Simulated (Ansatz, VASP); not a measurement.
**Cross-check of CaGeS3 between VASP and Ansatz**

Aim: how closely do two programs agree when they are given the same cell, functional and k mesh? The cell is generated by rule, not measured, and may not be a known phase. The cell is taken from a series of runs on this material, whose earlier steps may have relaxed, scaled, displaced or heated it; both programs get it as it stands.

Calculated with Ansatz 0.2.0; plane waves, with VASP 6.6.1 beside it; zone-centre phonons at PBEsol.

The structure was built from a prototype and need not be the compound's stable phase.

## 1. Starting point

Symmetry: Pm-3m, No. 221, cubic system. Conventional cell: a = 4.701 Å, b = 4.701 Å, c = 4.701 Å, α = 90.00°, β = 90.00°, γ = 90.00°. Nearest to Ca lie 12 S at 3.32 Å. Ge has 6 S at 2.35 Å nearest. Nearest to S lie 2 Ge at 2.35 Å and 4 Ca at 3.32 Å. Farther neighbours and most contacts between anions are not listed.

Coordinates:

```cif
data_structure
_symmetry_space_group_name_H-M 'Pm-3m'
_symmetry_Int_Tables_number 221
_cell_length_a 4.7008
_cell_length_b 4.7008
_cell_length_c 4.7008
_cell_angle_alpha 90.000
_cell_angle_beta 90.000
_cell_angle_gamma 90.000
_cell_volume 103.87
loop_
_atom_site_label
_atom_site_type_symbol
_atom_site_symmetry_multiplicity
_atom_site_Wyckoff_symbol
_atom_site_fract_x
_atom_site_fract_y
_atom_site_fract_z
_atom_site_occupancy
Ca1 Ca 1 a 0.00000 0.00000 0.00000 1
Ge1 Ge 1 b 0.50000 0.50000 0.50000 1
S1 S 3 c 0.50000 0.50000 0.00000 1
```

## 2. Ansatz: zone-centre phonons, PBEsol

Ansatz runs on its PAW soft_1 files.

Second derivatives magnify differences that forces hide, and they need a tight electronic threshold.

input.yaml

```yaml
crystal:
  lattice:
    - [4.7007771819, 0.0, 0.0]
    - [0.0, 4.7007771819, 0.0]
    - [0.0, 0.0, 4.7007771819]
  atoms:
    - { symbol: Ca, position: [0.0, 0.0, 0.0] }
    - { symbol: Ge, position: [0.5, 0.5, 0.5] }
    - { symbol: S, position: [0.5, 0.5, 0.0] }
    - { symbol: S, position: [0.5, 0.0, 0.5] }
    - { symbol: S, position: [0.0, 0.5, 0.5] }
kpoints:
  mp_grid: { grid: [8, 8, 8] }
hamiltonian:
  xc: pbesol
  pseudopotentials: { kind: paw, azcp: { folder: soft_1 }, xc_functional: pbe }
scf:
  occupations: { method: methfessel_paxton, width: 0.2 }
output:
  eigenvalues: true
phonons:
  method: dfpt
```

Command:

```bash
$ ansatz run input.yaml --threads 4 --pin off --max-ram 16384MiB --backend cpu --events-out ev --progress --plain --runs-dir out
```

Numbers of over 12 decimals in the logs are rounded to 6 here.

Log:

```text
zone centre: on kpoints.mp_grid the ground state, and the responses unless they are solved on pairs of k-points, stand on 125 of the mesh's 512 k-points, reduced under 8 symmetry operations, with k and −k counted as one. Each operation leaves every solved displacement unchanged or reverses it
Engine: ansatz 0.2.0, aarch64-unknown-linux-gnu
Pseudopotentials: kind: paw
Pseudopotential: Ca, paw, valence charge 10, recommended cutoff 420 eV (normal), soft_1/Ca.paw.azcp
Pseudopotential: Ge, paw, valence charge 14, recommended cutoff 420 eV (normal), soft_1/Ge.paw.azcp
Pseudopotential: S, paw, valence charge 6, recommended cutoff 420 eV (normal), soft_1/S.paw.azcp
Functional definition: PBEsol
  exchange = pbesol_x
  correlation = pbesol_c
Crystal: 5 atoms, lattice volume = 103.875 Å³
Basis set: ecut = 420 eV, 2007 PW (Γ), exchange–correlation on 64×64×64 points (8 copies of the dense FFT grid, shifted against one another)
Bands: 26, of which v1, the nominal top of the filled ones, is band 21 counted from 1 (20 counted from 0)
Symmetry: 48 space group operations
k-points: 125 of 512 (irreducible under 8 space group operations)
Non-local potential: Ca, projectors of the file, l = 0: 3, l = 1: 2, l = 2: 2
Non-local potential: Ge, projectors of the file, l = 0: 2, l = 1: 2, l = 2: 3, l = 3: 1
Non-local potential: S, projectors of the file, l = 0: 2, l = 1: 2, l = 2: 1
PAW form: soft (Blöchl's): semilocal exchange-correlation on the pseudo side does not see the compensation charge
PAW frozen core: Ca, regenerated for the run's functional, and the local potential with it (the file was generated under x = pbe(κ = 0.804, μ = 0.219515), c = pbe(β = 0.066725))
PAW frozen core: Ge, regenerated for the run's functional, and the local potential with it (the file was generated under x = pbe(κ = 0.804, μ = 0.219515), c = pbe(β = 0.066725))
PAW frozen core: S, regenerated for the run's functional, and the local potential with it (the file was generated under x = pbe(κ = 0.804, μ = 0.219515), c = pbe(β = 0.066725))
PAW one-centre angular grid: Ca, 110 points (default); XC on 64 Gauss nodes
PAW one-centre angular grid: Ge, 590 points (default); XC on 64 Gauss nodes
PAW one-centre angular grid: S, 110 points (default); XC on 64 Gauss nodes
Initial density: superposition of atomic densities (chi_scale 0.1, normalization cell, long waves kept (reshape's long-wave potential 0.01 eV rms))
Initial wavefunctions: pseudopotential atomic-orbital guess
Functional: x = pbesol(κ = 0.804, μ = 0.123457), c = pbesol(β = 0.046)
SCF iter   1: F=—  HF=-8706.220087 eV  |F-HF|=—  |Δ(HF+E_count)|=         —  Δρ=3.86e-2  dr2=2.78e0  ethr=3.10e-3  ⟨swp⟩=8.7  Hψ=17221  notcnv=0
preconditioner: auto → Kerker (q_TF=auto, 2.346 Å⁻¹)  [metal: Δε(μ)=0.013 eV  Ē_g=7.310 eV  σ=0.200 eV  W_gap=0.06  n_scr=26 (ndim 8)  ℏωp=17.8 eV  f_vac=0.000  D(μ)=2.33/eV (n_scr^D=18)]
SCF iter   2: F=—  HF=-8705.568907 eV  |F-HF|=—  |Δ(HF+E_count)|=   6.51e-1  S|Δr|=    0.00e0  Δρ=2.03e-2  dr2=8.40e-1  ethr=3.10e-3  ⟨swp⟩=3.0  Hψ=7109  notcnv=0  defer=71
SCF iter   3: F=—  HF=-8705.312746 eV  |F-HF|=—  |Δ(HF+E_count)|=   2.56e-1  S|Δr|=    0.00e0  Δρ=5.17e-3  dr2=7.68e-2  ethr=2.00e-3  ⟨swp⟩=3.3  Hψ=8374  notcnv=0  defer=71
SCF iter   4: F=—  HF=-8705.290669 eV  |F-HF|=—  |Δ(HF+E_count)|=   2.21e-2  S|Δr|=    0.00e0  Δρ=1.85e-3  dr2=7.35e-3  ethr=1.83e-4  ⟨swp⟩=2.2  Hψ=6575  notcnv=0  defer=68
SCF iter   5: F=—  HF=-8705.287269 eV  |F-HF|=—  |Δ(HF+E_count)|=   3.40e-3  S|Δr|=    0.00e0  Δρ=1.09e-3  dr2=1.98e-3  ethr=1.75e-5  ⟨swp⟩=2.0  Hψ=5642  notcnv=0  defer=65
SCF iter   6: F=—  HF=-8705.286806 eV  |F-HF|=—  |Δ(HF+E_count)|=   4.63e-4  S|Δr|=    0.00e0  Δρ=3.76e-4  dr2=3.28e-4  ethr=4.70e-6  ⟨swp⟩=2.2  Hψ=5635  notcnv=0  defer=65
SCF iter   7: F=—  HF=-8705.286753 eV  |F-HF|=—  |Δ(HF+E_count)|=   5.33e-5  S|Δr|=    0.00e0  Δρ=7.82e-5  dr2=1.40e-5  ethr=7.82e-7  ⟨swp⟩=3.0  Hψ=5794  notcnv=0  defer=65
SCF iter   8: F=—  HF=-8705.286753 eV  |F-HF|=—  |Δ(HF+E_count)|=   1.25e-8  S|Δr|=    0.00e0  Δρ=1.18e-5  dr2=2.82e-7  ethr=3.33e-8  ⟨swp⟩=2.0  Hψ=4902  notcnv=0  defer=65
SCF iter   9: F=—  HF=-8705.286750 eV  |F-HF|=—  |Δ(HF+E_count)|=   2.57e-6  S|Δr|=    0.00e0  Δρ=2.39e-6  dr2=9.00e-9  ethr=6.72e-10  ⟨swp⟩=2.8  Hψ=6055  notcnv=0  defer=65
SCF iter  10: F=—  HF=-8705.286750 eV  |F-HF|=—  |Δ(HF+E_count)|=  3.86e-10  S|Δr|=    0.00e0  Δρ=5.18e-7  dr2=3.40e-10  ethr=2.14e-11  ⟨swp⟩=2.0  Hψ=5692  notcnv=0  defer=65
SCF iter  11: F=—  HF=-8705.286750 eV  |F-HF|=—  |Δ(HF+E_count)|=  3.27e-11  S|Δr|=    0.00e0  Δρ=1.81e-7  dr2=4.66e-11  ethr=1.00e-12  ⟨swp⟩=2.6  Hψ=5351  notcnv=0  defer=65
SCF iter  12: F=-8705.286750 eV  HF=-8705.286750 eV  |F-HF|=0.00e0  |Δ(HF+E_count)|=    0.00e0  S|Δr|=    0.00e0  Δρ=4.47e-8  dr2=3.07e-12  ethr=1.00e-12  ⟨swp⟩=11.7  Hψ=18960  notcnv=0
SCF 1 converged in 12 iterations: F = -8705.286750 eV  dr2 = 3.07e-12
  greatest PAW one-centre occupation: 0.999 electrons in one spin orbital (limit 2), on the Ge atom at site 1 (counted from 0), in its partial waves of l = 2
DFPT response loops at Γ: preconditioner auto → Kerker (q_TF=auto, 2.346 Å⁻¹) (partly filled bands, converged f_vac=0.000); β = 1.00, the filter's whole step (`scf.mixing.beta` (0.50) is not read by the response loops under this deck's `scf.mixing.preconditioner`; to damp them name `kerker` or `kerker_dos`, under which they read `scf.mixing.beta`, and type it under 1.00, their step now; both keys bind the ground state too); Broyden in place of MSR1
SCF converged after 12 iterations
Stability not checked: this state was not tested for a lower state beside it, because cold or Methfessel-Paxton smearing, or corrected tetrahedra, fill the levels in a way that the test cannot read (fill_not_monotonic; see scf.lower_state_search)
Free energy (F): -8705.286750 eV
Harris-Foulkes:  -8705.286750 eV  (|F-HF|=0.00e0)
Internal energy: -8705.275340 eV  (E = F + TS)
E sigma→0 (E₀):  -8705.283898 eV
Entropy (-TS):   -0.011410 eV (-2.282 meV/atom)
Fermi energy:    7.280752 eV
--- Per-component energies (eV) ---
  E_band       = -292.122243
  E_kinetic    = 662.866520
  E_local      = -3578.759880  (includes V_loc(G=0)·N_el)
  E_nonlocal   = 415.740228
  E_hartree    = 1537.323910
  E_xc         = -462.056574
  E_vxc        = -471.366435  (∫ρ·V_xc dr)
  E_paw        = -4594.083084  (= ΣΔE_a)
  E_vpaw       = -395.250534  (= ΣTr[D̂ρ^β])
  E_aug_tail   = 0.000009  (compensation charges beyond the density's cutoff)
  E_ewald      = -2687.529049
  E_core_change = 1.222580  (= ΣΔE_core)
  E_smearing   = -0.011410  (= −TS)
  E_closure    = 0.000000  (closes the sum)
  Σ components = -8705.286750   (vs F -8705.286750, Δ=0.00e0)
--- Band table (eV; the first three rows and the last of 125) ---
  k-point 0: bands = [... 17 lower, 6.1709, 6.1709, 6.4299, 6.4299, 6.4299, 10.0417, 10.0417, 10.2605, ... 1 higher]
  k-point 1: bands = [... 17 lower, 6.0324, 6.0324, 6.2548, 6.3569, 6.3569, 10.1601, 10.3113, 10.4442, ... 1 higher]
  k-point 2: bands = [... 17 lower, 5.6649, 5.6706, 6.2183, 6.2615, 6.2615, 10.4650, 10.5854, 10.9119, ... 1 higher]
  k-point 124: bands = [... 17 lower, 6.1094, 7.6934, 7.6934, 7.6934, 9.7036, 9.7036, 9.7036, 9.7245, ... 1 higher]
--- Phonons (Γ-DFPT): 4 representative perturbations + reference, on 125 of 512 k-points (Σ response iterations 12) ---
  k mesh reduced under 8 symmetry operations, with k and −k counted as one. Each operation leaves every solved displacement unchanged or reverses it
  ASR residual: 1.044e-5 → 0.000e0 eV/Å²; symmetrization residual: 7.838e-6 eV/Å²
  ASR residual per site (eV/Å²): 7.00e-7 1.99e-6 1.04e-5 1.04e-5 1.04e-5
  Γ frequencies (cm⁻¹): -127.68 -127.68 -127.68 -92.75 -92.75 -92.75 -15.79 -15.79 -15.79 0.00 0.00 0.00 317.78 317.78 317.78
  non-analytic LO–TO correction: not included (Born effective charges unavailable; polar crystals: no LO–TO splitting at Γ)
```

(Continued in part 2 of 3.)

[Lines on the potential files, build, host, timing and source positions are cut from VASP's logs without a mark.]

[Logs are printed without paths, hosts, clocks, repeated set-up lines and the standing remarks that a program may print on its own settings, such as how far it seeks lower states.]

[Hosts, paths, dates, database ids (printed as entryN), source tags and the programs' standing remarks are cut or masked in the printed files.]
